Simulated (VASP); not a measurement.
## Ti$_{3}$ZrC$_{4}$ (ordered alloy cell): computed properties

The numbers are results of PBEsol GGA, VASP's PBE PAW potentials (set 64) (plane waves; VASP), not measurements.

| Item | Value |
|---|---|
| space group | R-3m (166) |
| cell | a = b = 3.1142 Å, c = 30.3764 Å, α = β = 90.00°, γ = 120.00° |
| volume per atom | 10.63 Å³/atom |
| band gap (over mesh and band path) | none (metal, semimetal or under 0.01 eV) |
| density | 5.52 g/cm³ |

```
CELL_PARAMETERS angstrom
      0.00000     2.20204     2.20204
      2.20204     0.00000     2.20204
      8.78199     8.78199     0.02616
ATOMIC_POSITIONS crystal
  Zr 0.00000 0.00000 0.00000
  C  0.48237 0.48237 0.13823
  C  0.49416 0.49416 0.37938
  C  0.50584 0.50584 0.62062
  C  0.51763 0.51763 0.86177
  Ti 0.98867 0.98867 0.25850
  Ti 0.00000 0.00000 0.50000
  Ti 0.01133 0.01133 0.74150
```

The structure was generated: Ti3ZrC4 was put into an ordered model structure (R-3m), which need not be its known phase. It was relaxed first. Symmetry was kept, so distortions that lower it aren't found.
